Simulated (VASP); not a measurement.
Data:

```
CELL_PARAMETERS angstrom
      2.20906     1.27540    10.75243
     -2.20906     1.27540    10.75243
      0.00000    -2.55081    10.75243
ATOMIC_POSITIONS crystal
  Bi 0.60317 0.60317 0.60317
  Bi 0.39683 0.39683 0.39683
  Te 0.78319 0.78319 0.78319
  Te 0.21681 0.21681 0.21681
  Te 0.00000 0.00000 0.00000
```

Computed with PBE GGA, VASP's PBE PAW potentials (set 64) (plane waves; VASP 6.6.1). Numerical set-up: 300 eV cut-off, 4×4×4 Γ-centred mesh, Fermi-Dirac smearing of 0.010 eV, potentials Bi_d Te.

Unless said otherwise, spin-orbit coupling is left out, though it shifts the bands of the heavy elements here.

What does the run give for the energy per atom (σ→0), largest force, band gap (on the k-mesh) with the smallest direct gap where there is one?

The band gap (on the k-mesh) is 0.60 eV and the smallest direct gap (on the k-mesh) is 0.60 eV. The energy per atom (σ→0) is -3.679 eV/atom and the largest force is 0.00228 Ha/bohr.

Only differences to runs with the same potentials and settings are physical.

The structure comes from a computed database's Bi2Te3 entry; how it stands against other phases isn't given here. The cell was not relaxed at this level.
